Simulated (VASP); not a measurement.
Method: PBEsol GGA, VASP's PBE PAW potentials (set 64) (plane waves; VASP). For the first row: Run with 400 eV cut-off, 7×7×7 Γ-centred mesh, tetrahedra with Blöchl corrections, potentials Mo_sv Ge_d.

```json
[
 {"system": "GeMo3 (relaxed from the A15 structure, space group Pm-3n)", "energy (eV/atom)": "-10.2671"},
 {"system": "Mo (bcc)", "energy (eV/atom)": "-11.7769"},
 {"system": "Ge (diamond)", "energy (eV/atom)": "-4.9367"}
]
```

The references are the elements' solids at the same level; no temperature or zero-point terms are added.

Problem. What is the formation energy per atom of GeMo₃?

Solution. The references average (6×(-11.7769) + 2×(-4.9367))/8 = -10.0669 eV, so the formation energy is -10.2671 − (-10.0669) = -0.200 eV/atom.
